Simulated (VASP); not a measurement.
# Nb: structure and properties in VASP

What structure does Nb take at this level, and what are its properties? The steps: full relaxation (r2SCAN), second relaxation, density, ELF and potential (r2SCAN), bands along the symmetry lines (r2SCAN), density of states (r2SCAN), volume scan with r2SCAN and fit for r2SCAN. Left out of this account: 2 further runs (phonons: it ended without a result to show; core levels: core levels are not valid at this level). The start is a cell from a database of measured crystal structures.

Method: r2SCAN; plane waves and PAW (Nb_sv), in VASP 6.6.1.

The database entry behind the starting cell differs from later determinations by our own check (about 0.8 % long, hydrogen-cycled sample), so it need not match the best structure at ambient conditions.

**1. Starting point**

Before any relaxation, the start is as follows. The structure is cubic, space group Im-3m (No. 229). The conventional cell has a = 3.328 Å, b = 3.328 Å, c = 3.328 Å, α = 90.00°, β = 90.00°, γ = 90.00°. Nearest to Nb lie 8 Nb at 2.88 Å.

Coordinates:

```cif
data_structure
_symmetry_space_group_name_H-M 'Im-3m'
_symmetry_Int_Tables_number 229
_cell_length_a 3.3279
_cell_length_b 3.3279
_cell_length_c 3.3279
_cell_angle_alpha 90.000
_cell_angle_beta 90.000
_cell_angle_gamma 90.000
_cell_volume 36.86
loop_
_atom_site_label
_atom_site_type_symbol
_atom_site_symmetry_multiplicity
_atom_site_Wyckoff_symbol
_atom_site_fract_x
_atom_site_fract_y
_atom_site_fract_z
_atom_site_occupancy
Nb1 Nb 2 a 0.00000 0.00000 0.00000 1
```

**2. Full relaxation (r2SCAN)**

Properties are meant for the cell that this level of theory prefers, so cell and atoms are relaxed first (ISIF = 3) until forces and stress are small; EDIFFG sets the threshold. r2SCAN adds the kinetic-energy density, costs more than a GGA and is run with LASPH.

Contents of INCAR:

```
SYSTEM = Nb
PREC = Accurate
ENCUT = 400
EDIFF = 1E-06
NELM = 100
ISMEAR = 1
SIGMA = 0.2
LREAL = .FALSE.
ALGO = Normal
METAGGA = R2SCAN
LASPH = .TRUE.
NBANDS = 12
LORBIT = 11
LWAVE = .FALSE.
LCHARG = .FALSE.
KPAR = 2
IBRION = 2
NSW = 60
ISIF = 3
EDIFFG = -0.01
```

Contents of POSCAR:

```
Nb
1.0
   -1.6639500000      1.6639500000      1.6639500000
    1.6639500000     -1.6639500000      1.6639500000
    1.6639500000      1.6639500000     -1.6639500000
Nb
1
Direct
    0.0000000000      0.0000000000      0.0000000000
```

Contents of KPOINTS:

```
Automatic mesh
0
Gamma
8 8 8
0 0 0
```

Potentials, in the order of the species: Nb_sv (PBE family, release 64).

Launch:

```bash
$ mpirun -np 2 vasp_std
```

The log of the run:

```text
[banner, memory and clock lines left out]
running    2 mpi-ranks, on    1 nodes
 distrk:  each k-point on    1 cores,    2 groups
 distr:  one band on    1 cores,    1 groups

 POSCAR found type information on POSCAR Nb
 POSCAR found :  1 types and       1 ions
|                                                                             |
|               ----> ADVICE to this user running VASP <----                  |
|                                                                             |
|     You enforced a specific xc type in the INCAR file but a different       |
|     [... a line on the potential file left out ...]
|     I HOPE YOU KNOW WHAT YOU ARE DOING!                                     |
|                                                                             |

 LDA part: xc-table for (None), standard interpolation
 POSCAR, INCAR and KPOINTS ok, starting setup
 FFT: planning ... GRIDC
 FFT: planning ... GRID_SOFT
 FFT: planning ... GRID
 WAVECAR not read
 entering main loop
       N       E                     dE             d eps       ncg     rms          rms(c)
DAV:   1     0.762270790990E+02    0.76227E+02   -0.64312E+03   704   0.899E+02
DAV:   2    -0.277818101133E+02   -0.10401E+03   -0.99980E+02   788   0.344E+02
DAV:   3    -0.314512933552E+02   -0.36695E+01   -0.35278E+01  1044   0.545E+01
DAV:   4    -0.316193144118E+02   -0.16802E+00   -0.16737E+00   916   0.109E+01
DAV:   5    -0.316256952753E+02   -0.63809E-02   -0.63786E-02   996   0.179E+00    0.104E+01
DAV:   6    -0.248545834700E+02    0.67711E+01   -0.30532E+00   908   0.219E+01    0.154E+00
DAV:   7    -0.248533383044E+02    0.12452E-02   -0.14038E-01  1056   0.442E+00    0.959E-01
DAV:   8    -0.248650107180E+02   -0.11672E-01   -0.30253E-02  1024   0.204E+00    0.654E-01
DAV:   9    -0.248688309051E+02   -0.38202E-02   -0.60183E-03   836   0.905E-01    0.951E-02
DAV:  10    -0.248688452314E+02   -0.14326E-04   -0.71942E-04  1136   0.343E-01    0.355E-02
DAV:  11    -0.248688354757E+02    0.97558E-05   -0.47092E-05  1012   0.782E-02    0.746E-03
DAV:  12    -0.248688330070E+02    0.24687E-05   -0.32183E-06   932   0.223E-02    0.951E-03
DAV:  13    -0.248688330742E+02   -0.67225E-07   -0.38660E-07   456   0.897E-03
   1 F= -.24868833E+02 E0= -.24870266E+02  d E =-.248688E+02
 curvature:   0.00 expect dE= 0.000E+00 dE for cont linesearch  0.000E+00
 trial: gam= 0.00000 g(F)=  0.212E-61 g(S)=  0.342E-01 ort = 0.000E+00 (trialstep = 0.100E+01)
 search vector abs. value=  0.342E-01
 bond charge predicted
       N       E                     dE             d eps       ncg     rms          rms(c)
DAV:   1    -0.254453180312E+02   -0.57649E+00   -0.18885E+01   860   0.618E+01    0.660E+00
DAV:   2    -0.249225870353E+02    0.52273E+00   -0.12654E+00   908   0.150E+01    0.213E+00
DAV:   3    -0.248293101934E+02    0.93277E-01   -0.55851E-01  1168   0.790E+00    0.138E+00
DAV:   4    -0.248407691765E+02   -0.11459E-01   -0.14869E-02   932   0.135E+00    0.577E-01
DAV:   5    -0.248513792873E+02   -0.10610E-01   -0.31577E-02  1048   0.111E+00    0.241E-01
DAV:   6    -0.248510741741E+02    0.30511E-03   -0.10223E-03   824   0.417E-01    0.527E-02
DAV:   7    -0.248510477004E+02    0.26474E-04   -0.38759E-04  1084   0.191E-01    0.878E-03
DAV:   8    -0.248510444582E+02    0.32422E-05   -0.54268E-06   828   0.221E-02    0.994E-04
DAV:   9    -0.248510423137E+02    0.21445E-05   -0.30179E-07   616   0.476E-03    0.660E-04
DAV:  10    -0.248510425721E+02   -0.25836E-06   -0.13347E-07   392   0.412E-03
   2 F= -.24851043E+02 E0= -.24852394E+02  d E =0.177905E-01
 trial-energy change:    0.017791  1 .order    0.018768   -0.034184    0.071720
 step:   0.3351(harm=  0.3228)  dis= 0.00000  next Energy=   -24.874598 (dE=-0.576E-02)
 bond charge predicted
       N       E                     dE             d eps       ncg     rms          rms(c)
DAV:   1    -0.251447263591E+02   -0.29368E+00   -0.85795E+00   832   0.416E+01    0.417E+00
DAV:   2    -0.248982668617E+02    0.24646E+00   -0.64412E-01   932   0.106E+01    0.136E+00
DAV:   3    -0.248637533977E+02    0.34513E-01   -0.24896E-01  1196   0.504E+00    0.756E-01
DAV:   4    -0.248685291159E+02   -0.47757E-02   -0.36350E-03   824   0.647E-01    0.408E-01
DAV:   5    -0.248746394980E+02   -0.61104E-02   -0.10832E-02   964   0.597E-01    0.122E-01
DAV:   6    -0.248747708733E+02   -0.13138E-03   -0.11640E-03   904   0.333E-01    0.974E-02
DAV:   7    -0.248747309189E+02    0.39954E-04   -0.12763E-04   836   0.143E-01    0.159E-02
DAV:   8    -0.248747485584E+02   -0.17640E-04   -0.14717E-05   980   0.340E-02    0.844E-03
DAV:   9    -0.248747498437E+02   -0.12853E-05   -0.12171E-06   712   0.120E-02    0.463E-04
DAV:  10    -0.248747503402E+02   -0.49652E-06   -0.11495E-07   384   0.329E-03
   3 F= -.24874750E+02 E0= -.24876157E+02  d E =-.591727E-02
 curvature:  -0.16 expect dE=-0.949E-06 dE for cont linesearch -0.949E-06
 trial: gam=-0.01294 g(F)=  0.191E-62 g(S)=  0.588E-05 ort = 0.448E-03 (trialstep = 0.867E+00)
 search vector abs. value=  0.111E-08
 reached required accuracy - stopping structural energy minimisation
```

The job ended after 34 s (2 MPI ranks of Intel Xeon Platinum 8259CL at 2.50GHz (Skylake/Cascade Lake), shared host; peak memory 0.25 GiB; 67 s of CPU time).

The logs omit lines about the potential files and the build; timing stands in the text.

From OUTCAR (step 2):

```text
ion  position               nearest neighbor table
   1  0.000  0.000  0.000-

  LATTYP: Found a body centered cubic cell.
 ALAT       =     3.3279000000

 Subroutine GETGRP returns: Found 48 space group operations
 (whereof 48 operations were pure point group operations)

The static configuration has the point symmetry O_h .

 Found     29 irreducible k-points:

   k-points           NKPTS =     29   k-points in BZ     NKDIM =     29   number of bands    NBANDS=     12

   dimension x,y,z NGX =    20 NGY =   20 NGZ =   20
   dimension x,y,z NGXF=    40 NGYF=   40 NGZF=   40

   ENCUT  =  400.0 eV  29.40 Ry    5.42 a.u.   4.70  4.70  4.70*2*pi/ulx,y,z

   NELECT =      13.0000    total number of electrons

 k-points in reciprocal lattice and weights: Automatic mesh
   0.00000000  0.00000000  0.00000000       0.002
   0.12500000  0.00000000  0.00000000       0.023
   0.25000000  0.00000000  0.00000000       0.023
   0.37500000  0.00000000  0.00000000       0.023
   0.50000000  0.00000000  0.00000000       0.012
   0.12500000  0.12500000  0.00000000       0.047
   0.25000000  0.12500000  0.00000000       0.094
   0.37500000  0.12500000  0.00000000       0.094
   0.25000000  0.25000000  0.00000000       0.047
[...]
0.50000000  0.50000000  0.37500000       0.023
   0.50000000  0.50000000  0.50000000       0.002

 average (electrostatic) potential at core
       1 -81.9999

 E-fermi :  11.0008

 k-point     1 :       0.0000    0.0000    0.0000
  band No.  band energies     occupation
      1     -45.0281      2.00000
      2     -19.5668      2.00000
      3     -19.5668      2.00000
      4     -19.5668      2.00000
      5       4.8713      2.00000
      6      11.5862     -0.00028
      7      11.5862     -0.00028
      8      11.5862     -0.00028
      9      14.6990     -0.00000
     10      14.6990     -0.00000
    ...

 k-point     2 :       0.1250    0.0000    0.0000
  band No.  band energies     occupation
      1     -44.9894      2.00000
      2     -19.7944      2.00000
      3     -19.6354      2.00000
      4     -19.5691      2.00000
      5       5.5192      2.00000
      6      11.1911     -0.03870
      7      11.4394     -0.00816
      8      12.2207     -0.00000
      9      14.2117     -0.00000
     10      14.7053     -0.00000
    ...

 k-point     3 :       0.2500    0.0000    0.0000
  band No.  band energies     occupation
    ...
      3     -19.7971      2.00000
      4     -19.5741      2.00000
      5       6.9161      2.00000
      6      10.3735      2.00009
      7      11.0410      0.66720
      8      13.9933     -0.00000
      9      14.1341     -0.00000
     10      14.8477     -0.00000
     11      26.1687      0.00000
     12      27.8131      0.00000

  Total       -0.0063736     -0.0063736     -0.0063736     -0.0000000     -0.0000000      0.0000000
  in kB       -0.5674031     -0.5674031     -0.5674031     -0.0000000     -0.0000000      0.0000000
  external PRESSURE =      -0.5674031 kB  Pullay stress =       0.0000000 kB

  energy-cutoff  :      400.00
  volume of cell :       18.00
      direct lattice vectors                 reciprocal lattice vectors
    -1.650876051  1.650876051  1.650876051     0.000000000  0.302869497  0.302869497
     1.650876051 -1.650876051  1.650876051     0.302869497  0.000000000  0.302869497
     1.650876051  1.650876051 -1.650876051     0.302869497  0.302869497  0.000000000

 POSITION                                       TOTAL-FORCE (eV/Angst)
 -----------------------------------------------------------------------------------
     -0.00000      0.00000      0.00000         0.000000     -0.000000      0.000000
 -----------------------------------------------------------------------------------
    total drift:                                0.000000     -0.000000      0.000000

  FREE ENERGIE OF THE ION-ELECTRON SYSTEM (eV)
  ---------------------------------------------------
  free  energy   TOTEN  =       -24.8747503402 eV

  energy  without entropy=      -24.8789690660  energy(sigma->0) =      -24.87615658

 reached required accuracy - stopping structural energy minimisation

 total charge
# of ion       s       p       d       tot
------------------------------------------
    1        2.221   6.004   2.479  10.704

[... 3 further parts left out ...]
```

This run has no spin polarisation. Its electron count is odd, so without a moment it is a metal by construction. The k-mesh is coarse for a metal. The PAW data sets were made with PBE, which is usual practice but a small mismatch for other functionals. The run keeps the 48 symmetry operations of its start, so it cannot find a distortion of lower symmetry.

Step by step:

```
step  energy less that of the first step (eV)  largest force (eV/Å)  pressure (GPa)  volume (Å³)
   1                                   0.0000                0.0000           -4.23        18.43
   2                                   0.0178                0.0000            9.52        17.16
   3                                  -0.0059                0.0000           -0.06        18.00
```

```
conventional cell, symmetrised  before  after  change
                         a (Å)   3.328  3.302  -0.8 %
                         b (Å)   3.328  3.302  -0.8 %
                         c (Å)   3.328  3.302  -0.8 %
              volume (Å³/atom)   18.43  18.00  -2.3 %
```

The relaxed structure:

```cif
data_structure
_symmetry_space_group_name_H-M 'P 1'
_symmetry_Int_Tables_number 1
_cell_length_a 2.8594
_cell_length_b 2.8594
_cell_length_c 2.8594
_cell_angle_alpha 109.471
_cell_angle_beta 109.471
_cell_angle_gamma 109.471
_cell_volume 18.00
loop_
_atom_site_label
_atom_site_type_symbol
_atom_site_fract_x
_atom_site_fract_y
_atom_site_fract_z
_atom_site_occupancy
Nb1 Nb 0.00000 0.00000 0.00000 1
```

This step gave:

```
electrons                       : 13
bands                           : 12
irreducible k-points            : 29
symmetry operations             : 48
free energy (TOTEN)             : -24.87 eV
energy at zero smearing         : -24.88 eV
Fermi energy                    : 11.00 eV
pressure                        : -0.05674 GPa
metallic                        : yes
SCF cycles over all ionic steps : 33
```

It ends with forces that vanish by symmetry and a pressure of -0.06 GPa. The volume lies -2.3 % from that of the database's start, which holds the thermal and zero-point expansion of its experiment.

**3. Second relaxation**

A relaxation keeps the plane waves of the cell it began with, so it is repeated from the new cell, on a basis made for it.

INCAR is that of step 2.

Contents of POSCAR:

```
Nb
1.0
   -1.6508760513      1.6508760513      1.6508760513
    1.6508760513     -1.6508760513      1.6508760513
    1.6508760513      1.6508760513     -1.6508760513
Nb
1
Direct
    0.0000000000      0.0000000000      0.0000000000
```

KPOINTS is that of step 2.

Launch:

```bash
$ mpirun -np 2 vasp_std
```

The log of the run:

```text
[banner, memory and clock lines left out]
running    2 mpi-ranks, on    1 nodes
 distrk:  each k-point on    1 cores,    2 groups
 distr:  one band on    1 cores,    1 groups

 POSCAR found type information on POSCAR Nb
 POSCAR found :  1 types and       1 ions
 [... a notice as in an earlier step ...]

 LDA part: xc-table for (None), standard interpolation
 POSCAR, INCAR and KPOINTS ok, starting setup
 FFT: planning ... GRIDC
 FFT: planning ... GRID_SOFT
 FFT: planning ... GRID
 WAVECAR not read
 entering main loop
       N       E                     dE             d eps       ncg     rms          rms(c)
DAV:   1     0.809620106543E+02    0.80962E+02   -0.65077E+03   696   0.908E+02
DAV:   2    -0.273723397136E+02   -0.10833E+03   -0.10465E+03   816   0.347E+02
DAV:   3    -0.314299684420E+02   -0.40576E+01   -0.38157E+01  1048   0.554E+01
DAV:   4    -0.316181622722E+02   -0.18819E+00   -0.18698E+00   908   0.113E+01
DAV:   5    -0.316275786544E+02   -0.94164E-02   -0.94152E-02  1048   0.192E+00    0.107E+01
DAV:   6    -0.248585371439E+02    0.67690E+01   -0.30278E+00   904   0.219E+01    0.155E+00
DAV:   7    -0.248581356702E+02    0.40147E-03   -0.13670E-01  1064   0.439E+00    0.931E-01
DAV:   8    -0.248698217160E+02   -0.11686E-01   -0.31698E-02  1076   0.207E+00    0.660E-01
DAV:   9    -0.248736697001E+02   -0.38480E-02   -0.63757E-03   856   0.942E-01    0.130E-01
DAV:  10    -0.248736090393E+02    0.60661E-04   -0.10257E-03  1092   0.423E-01    0.461E-02
DAV:  11    -0.248735930112E+02    0.16028E-04   -0.63231E-05  1028   0.917E-02    0.647E-03
DAV:  12    -0.248735905642E+02    0.24470E-05   -0.29329E-06   884   0.170E-02    0.970E-03
DAV:  13    -0.248735907285E+02   -0.16435E-06   -0.42005E-07   440   0.903E-03
   1 F= -.24873591E+02 E0= -.24874997E+02  d E =-.248736E+02
 curvature:   0.00 expect dE= 0.000E+00 dE for cont linesearch  0.000E+00
 trial: gam= 0.00000 g(F)=  0.132E-61 g(S)=  0.285E-05 ort = 0.000E+00 (trialstep = 0.100E+01)
 search vector abs. value=  0.285E-05
 reached required accuracy - stopping structural energy minimisation
```

Elapsed: 13 s, on 2 MPI ranks; peak memory 0.23 GiB.

Parts of OUTCAR (step 3):

```text
  LATTYP: Found a body centered cubic cell.
 ALAT       =     3.3017521026

The static configuration has the point symmetry O_h .

 Found     29 irreducible k-points:

   ENCUT  =  400.0 eV  29.40 Ry    5.42 a.u.   4.66  4.66  4.66*2*pi/ulx,y,z

   NELECT =      13.0000    total number of electrons

 E-fermi :  11.0010

 k-point     1 :       0.0000    0.0000    0.0000
  band No.  band energies     occupation
      1     -45.0275      2.00000
      2     -19.5667      2.00000
      3     -19.5667      2.00000
      4     -19.5667      2.00000
      5       4.8723      2.00000
      6      11.5862     -0.00028
      7      11.5862     -0.00028
      8      11.5862     -0.00028
      9      14.6989     -0.00000
     10      14.6989     -0.00000
    ...

 k-point     2 :       0.1250    0.0000    0.0000
  band No.  band energies     occupation
      1     -44.9888      2.00000
      2     -19.7941      2.00000
      3     -19.6351      2.00000
      4     -19.5687      2.00000
      5       5.5211      2.00000
      6      11.1914     -0.03878
      7      11.4396     -0.00816
      8      12.2209     -0.00000
      9      14.2121     -0.00000
     10      14.7055     -0.00000
    ...

  Total       -0.0044357     -0.0044357     -0.0044357      0.0000000      0.0000000     -0.0000000
  in kB       -0.3948846     -0.3948846     -0.3948846      0.0000000      0.0000000     -0.0000000
  external PRESSURE =      -0.3948846 kB  Pullay stress =       0.0000000 kB

 POSITION                                       TOTAL-FORCE (eV/Angst)
 -----------------------------------------------------------------------------------
      0.00000      0.00000      0.00000         0.000000      0.000000     -0.000000
 -----------------------------------------------------------------------------------
    total drift:                                0.000000      0.000000      0.000000

  FREE ENERGIE OF THE ION-ELECTRON SYSTEM (eV)
  ---------------------------------------------------
  free  energy   TOTEN  =       -24.8735907285 eV

  energy  without entropy=      -24.8778084107  energy(sigma->0) =      -24.87499662

[... 7 parts as in an earlier step ...]

[... 6 further parts left out ...]
```

CONTCAR:

```
Nb
   1.00000000000000
    -1.6508760513000000    1.6508760513000000    1.6508760513000000
     1.6508760513000000   -1.6508760513000000    1.6508760513000000
     1.6508760513000000    1.6508760513000000   -1.6508760513000000
  Nb
     1
Direct
     0.0000000000000000    0.0000000000000000    0.0000000000000000
```

Little changed from the start: no atom moved by 0.005 Å and no cell edge by 0.1 %.

This step gave:

| Quantity | Value |
| --- | --- |
| energy at zero smearing | -24.87 eV |
| pressure | -0.03949 GPa |
| SCF cycles over all ionic steps | 13 |

It ends with forces that vanish by symmetry and a pressure of -0.04 GPa. The volume moved by under 0.01 %: the run met its threshold at the first step.

[end of part 1 of 4]

[Lines on the potential files, build, host, timing and source positions are cut from VASP's logs without a mark.]

[Logs are printed without paths, hosts, clocks, repeated set-up lines and the standing remarks that a program may print on its own settings, such as how far it seeks lower states.]

[Hosts, paths, dates, database ids (printed as entryN), source tags and the programs' standing remarks are cut or masked in the printed files.]

[A measured line is paired with the nearest computed mode of its activity, which favours agreement.]
